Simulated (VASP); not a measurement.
The cell holds one Sr (fcc) (111) slab, with vacuum along c, ions free to move until forces fall under 0.03 eV/Å, no reconstruction beyond this cell, dipole correction on.

Consider the following.

```yaml
crystal:
  lattice:
    - [4.30917, 0.00000, 0.00000]
    - [-2.15459, 3.73185, 0.00000]
    - [0.00000, 0.00000, 25.59005]
  atoms:
    - { symbol: Sr, position: [0.33333, 0.66667, 0.36251] }
    - { symbol: Sr, position: [0.00000, 0.00000, 0.50000] }
    - { symbol: Sr, position: [0.66667, 0.33333, 0.63749] }
```

The numbers are results of r2SCAN meta-GGA, VASP's PBE PAW potentials (set 64) (plane waves; VASP 6.6.1), not measurements. Numerical set-up: 400 eV cut-off, 8×8×1 Γ-centred mesh, first-order Methfessel-Paxton smearing of 0.10 eV, potentials Sr_sv.

Slab and bulk use different k-meshes, so the surface energy is good to a few per cent at best.

- surface energy: 0.37 J/m²
- work function: 2.73 eV
- band gap (on the k-mesh): none (metal, semimetal or under 0.01 eV)

The cell is a thin slab with vacuum, built from Sr (fcc): (111) face.
